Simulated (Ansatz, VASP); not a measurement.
# Cross-check of P between VASP and Ansatz, part 2 of 2

Wanted: the spread between two codes on one cell, functional and k mesh. The structure shown is the start of the Ansatz relaxation below; VASP solves that cell, so the two are compared at the walk's first step.

VASP 6.6.1 and Ansatz 0.2.0.

So far. Step 3 (VASP: single point, PBE with D3(BJ), start cell, pair 1): The run ends at a pressure of 3.47 GPa, with forces up to 0.13 eV/Å.

## Step 6: VASP: single point, PBE with D3(BJ), start cell, pair 2

Level of this step: PBE with D3(BJ); plane waves and PAW (P) (VASP).

The same cell, functional, mesh and smearing now go to VASP, with its own data sets.

INCAR reads:

```
SYSTEM = P
PREC = Accurate
ENCUT = 400
EDIFF = 1E-06
NELM = 120
ISMEAR = 1
SIGMA = 0.2
LREAL = .FALSE.
ALGO = Normal
GGA = PE
IVDW = 12
NBANDS = 16
LORBIT = 11
LWAVE = .FALSE.
LCHARG = .FALSE.
ISIF = 2
LASPH = .TRUE.
GGA_COMPAT = .FALSE.
KPAR = 2
```

POSCAR reads:

```
P
1.0
    1.6279550000     -4.9963240000      0.0000000000
    1.6279550000      4.9963240000      0.0000000000
    0.0000000000      0.0000000000      4.2075510000
P
4
Direct
    0.8928073920      0.1071926080      0.0729127229
    0.6071926080      0.3928073920      0.5729128417
    0.1071926080      0.8928073920      0.9270872771
    0.3928073920      0.6071926080      0.4270871583
```

KPOINTS reads:

```
Automatic mesh
0
Gamma
16 16 12
0 0 0
```

The projector-augmented-wave data sets are P (PBE family, release 64).

Run with:

```
$ mpirun -np 2 vasp_std
```

Numbers of over 12 decimals in the logs are rounded to 6 here.

Output:

```text
[... set-up lines as in an earlier step ...]
 entering main loop
       N       E                     dE             d eps       ncg     rms          rms(c)
DAV:   1     0.473484038574E+02    0.47348E+02   -0.73201E+03 16352   0.870E+02
DAV:   2    -0.188908948241E+02   -0.66239E+02   -0.64080E+02 22376   0.148E+02
DAV:   3    -0.214404210138E+02   -0.25495E+01   -0.25353E+01 21952   0.312E+01
DAV:   4    -0.214637703238E+02   -0.23349E-01   -0.23344E-01 20680   0.361E+00
[...]
DAV:  10    -0.213034646638E+02   -0.42755E-05   -0.77502E-05 20712   0.514E-02    0.350E-02
DAV:  11    -0.213034716763E+02   -0.70124E-05   -0.12226E-05 20424   0.263E-02    0.110E-02
DAV:  12    -0.213034720748E+02   -0.39853E-06   -0.51164E-07 11040   0.503E-03
   1 F= -.22944160E+02 E0= -.22944653E+02  d E =0.147762E-02
```

Parts of OUTCAR (step 6):

```text
 Edisp (eV)   -1.64069

  Total       1.58151     1.28550     0.33121     0.00000    -0.00000     0.00000
  in kB      37.01956    30.09060     7.75277     0.00000    -0.00000     0.00000
  external pressure =       24.95 kB  Pullay stress =        0.00 kB

 POSITION                                       TOTAL-FORCE (eV/Angst)
 -----------------------------------------------------------------------------------
      1.62796     -3.92519      0.30678         0.000000      0.130775      0.016662
      1.62796     -1.07114      2.41056         0.000000     -0.130775      0.016662
      1.62796      3.92519      3.90077         0.000000     -0.130775     -0.016662
      1.62796      1.07114      1.79699         0.000000      0.130775     -0.016662
 -----------------------------------------------------------------------------------
    total drift:                               -0.000000      0.000033     -0.000218

  FREE ENERGIE OF THE ION-ELECTRON SYSTEM (eV)
  ---------------------------------------------------
  free  energy   TOTEN  =       -22.9441603512 eV

  energy  without entropy=      -22.9456379735  energy(sigma->0) =      -22.94465289

[... 1 part as in an earlier step ...]

[... 2 further parts left out ...]
[key lines of the parts left out:]
E-fermi :   7.7894
```

The run ends at a pressure of 2.50 GPa, with forces up to 0.13 eV/Å.

## Step 7: Differences

Forces (eV/Å; atoms numbered as in POSCAR):

```csv
atom,"Ansatz x, y, z","VASP x, y, z"
P1,"0.000, 0.177, -0.030","0.000, 0.131, 0.017"
P2,"0.000, -0.177, -0.030","0.000, -0.131, 0.017"
P3,"0.000, -0.177, 0.030","0.000, -0.131, -0.017"
P4,"0.000, 0.177, 0.030","0.000, 0.131, -0.017"
```

The forces differ by 38 meV/Å r.m.s., which is 50.1 % of the r.m.s. force of 0.076 eV/Å (both taken over all components).

## Step 8: Ansatz: relaxation, PBE with D3(BJ)

The two programs are compared at the cell with which this relaxation starts, whose forces are those of its first step. The cell compared in this pair holds 69.17 Å³, against 68.45 Å³ for the pair before.

The structure compared here is the start of the Ansatz relaxation; VASP solves that cell, so the two are compared at the walk's first step.

input.yaml reads:

```yaml
crystal:
  lattice:
    - [1.6445671514, -5.0473070024, 0.0]
    - [1.6445671514, 5.0473070024, 0.0]
    - [0.0, 0.0, 4.1666815541]
  atoms:
    - { symbol: P, position: [0.8936359544, 0.1063640456, 0.0719509601] }
    - { symbol: P, position: [0.6063640456, 0.3936359544, 0.5719509601] }
    - { symbol: P, position: [0.1063640456, 0.8936359544, 0.9280490399] }
    - { symbol: P, position: [0.3936359544, 0.6063640456, 0.4280490399] }
  conventional_axes: [[1, 1, 0], [-1, 1, 0], [0, 0, 1]]
kpoints:
  mp_grid: { grid: [16, 16, 12] }
hamiltonian:
  xc: pbe
  dispersion: d3bj
  pseudopotentials: { kind: paw, azcp: { folder: soft_1 } }
scf:
  occupations: { method: methfessel_paxton, width: 0.2 }
output:
  forces: true
  stress: true
  eigenvalues: true
relax:
  adjacent_minimum: "off"
  f_tol: 0.001
  max_steps: 60
  cell: { stress_tol: 0.01, fix: [a, b, gamma] }
```

Run with:

```
$ ansatz run input.yaml --threads 8 --pin off --max-ram 16384MiB --backend cpu --events-out ev --progress --plain --runs-dir out
```

Output:

```text
[...]
Crystal: 4 atoms, lattice volume = 69.172 Å³
Basis set: ecut = 420 eV, 1349 PW (Γ), exchange–correlation on 72×72×60 points (8 copies of the dense FFT grid, shifted against one another)
Bands: 14, of which v1, the nominal top of the filled ones, is band 10 counted from 1 (9 counted from 0)
Symmetry: 8 space group operations
[...]
k-points: 511 of 3072
[...]
--- Relaxed structure (4 steps of the walk, 4 accepted, 1 SCFs on fresh bases) ---
[...]
cell:  # Å, volume = 69.8507 Å³
    - [1.6445671514, -5.0473070024, 0.0]
    - [1.6445671514, 5.0473070024, 0.0]
    - [0.0, 0.0, 4.207551]
  atoms:
    - { symbol: P, position: [0.892807, 0.107193, 0.072913] }
    - { symbol: P, position: [0.607193, 0.392807, 0.572913] }
    - { symbol: P, position: [0.107193, 0.892807, 0.927087] }
    - { symbol: P, position: [0.392807, 0.607193, 0.427087] }
[key lines of the parts left out:]
SCF converged after 5 iterations
Free energy (F): -3024.152013 eV
Fermi energy:    8.678108 eV
P = ⅓ Tr σ = 0.8104 GPa (8.104 kbar)
```

## Step 9: VASP: single point, PBE with D3(BJ), start cell, pair 3

The same cell, functional, mesh and smearing now go to VASP, with its own data sets.

INCAR is that of step 6.

POSCAR reads:

```
P
1.0
    1.6445670000     -5.0473070000      0.0000000000
    1.6445670000      5.0473070000      0.0000000000
    0.0000000000      0.0000000000      4.1666820000
P
4
Direct
    0.8936359528      0.1063640472      0.0719510152
    0.6063640472      0.3936359528      0.5719510152
    0.1063640472      0.8936359528      0.9280489848
    0.3936359528      0.6063640472      0.4280489848
```

KPOINTS is that of step 6.

Run with:

```
$ mpirun -np 2 vasp_std
```

Output:

```text
[... set-up lines as in an earlier step ...]
 entering main loop
       N       E                     dE             d eps       ncg     rms          rms(c)
DAV:   1     0.471439308824E+02    0.47144E+02   -0.72999E+03 16352   0.868E+02
DAV:   2    -0.189478498359E+02   -0.66092E+02   -0.63934E+02 22560   0.148E+02
DAV:   3    -0.214638023946E+02   -0.25160E+01   -0.25064E+01 21936   0.311E+01
DAV:   4    -0.214869765736E+02   -0.23174E-01   -0.23168E-01 20848   0.359E+00
[...]
DAV:  10    -0.213360503308E+02   -0.64060E-05   -0.70872E-05 20584   0.490E-02    0.318E-02
DAV:  11    -0.213360577248E+02   -0.73940E-05   -0.11673E-05 20504   0.255E-02    0.922E-03
DAV:  12    -0.213360582427E+02   -0.51787E-06   -0.62203E-07 11112   0.570E-03
   1 F= -.22959706E+02 E0= -.22960153E+02  d E =0.134180E-02
```

Parts of OUTCAR (step 9):

```text
 Edisp (eV)   -1.62365

  Total       0.86938     0.87507     0.32862     0.00000     0.00000     0.00000
  in kB      20.13665    20.26839     7.61152     0.00000     0.00000     0.00000
  external pressure =       16.01 kB  Pullay stress =        0.00 kB

 POSITION                                       TOTAL-FORCE (eV/Angst)
 -----------------------------------------------------------------------------------
      1.64457     -3.97360      0.29980         0.000000      0.132522      0.019567
      1.64457     -1.07370      2.38314         0.000000     -0.132522      0.019567
      1.64457      3.97360      3.86689         0.000000     -0.132522     -0.019567
      1.64457      1.07370      1.78354         0.000000      0.132522     -0.019567
 -----------------------------------------------------------------------------------
    total drift:                               -0.000000      0.000000     -0.000000

  FREE ENERGIE OF THE ION-ELECTRON SYSTEM (eV)
  ---------------------------------------------------
  free  energy   TOTEN  =       -22.9597056856 eV

  energy  without entropy=      -22.9610474844  energy(sigma->0) =      -22.96015295

[... 1 part as in an earlier step ...]

[... 2 further parts left out ...]
[key lines of the parts left out:]
E-fermi :   7.6628
```

The run ends at a pressure of 1.60 GPa, with forces up to 0.13 eV/Å.

## Step 10: Differences

Forces (eV/Å; atoms numbered as in POSCAR):

```csv
atom,"Ansatz x, y, z","VASP x, y, z"
P1,"0.000, 0.179, -0.025","0.000, 0.133, 0.020"
P2,"0.000, -0.179, -0.025","0.000, -0.133, 0.020"
P3,"0.000, -0.179, 0.025","0.000, -0.133, -0.020"
P4,"0.000, 0.179, 0.025","0.000, 0.133, -0.020"
```

The forces differ by 37 meV/Å r.m.s., which is 48.1 % of the r.m.s. force of 0.077 eV/Å (both taken over all components).

## Step 11: Outcome

| Quantity | Value |
| --- | --- |
| r.m.s. force difference (single point, PBE with D3(BJ), start cell, pair 1) | 39 meV/Å |
| r.m.s. force difference (single point, PBE with D3(BJ), start cell, pair 2) | 38 meV/Å |
| r.m.s. force difference (single point, PBE with D3(BJ), start cell, pair 3) | 37 meV/Å |

The r.m.s. force difference is 39 meV/Å (single point, PBE with D3(BJ), start cell, pair 1), beyond the 12 meV/Å picked in this series as the mark of a large difference. What causes the difference of the single point, PBE with D3(BJ), start cell, pair 1 pair stays open here. What causes the difference of the single point, PBE with D3(BJ), start cell, pair 2 pair stays open here. What causes the difference of the single point, PBE with D3(BJ), start cell, pair 3 pair stays open here. 8 further runs of this series are not shown here. How closely two codes agree says nothing of how well the functional describes the real material.

[Lines on the potential files, build, host, timing and source positions are cut from VASP's logs without a mark.]

[Logs are printed without paths, hosts, clocks, repeated set-up lines and the standing remarks that a program may print on its own settings, such as how far it seeks lower states.]

[Hosts, paths, dates, database ids (printed as entryN), source tags and the programs' standing remarks are cut or masked in the printed files.]
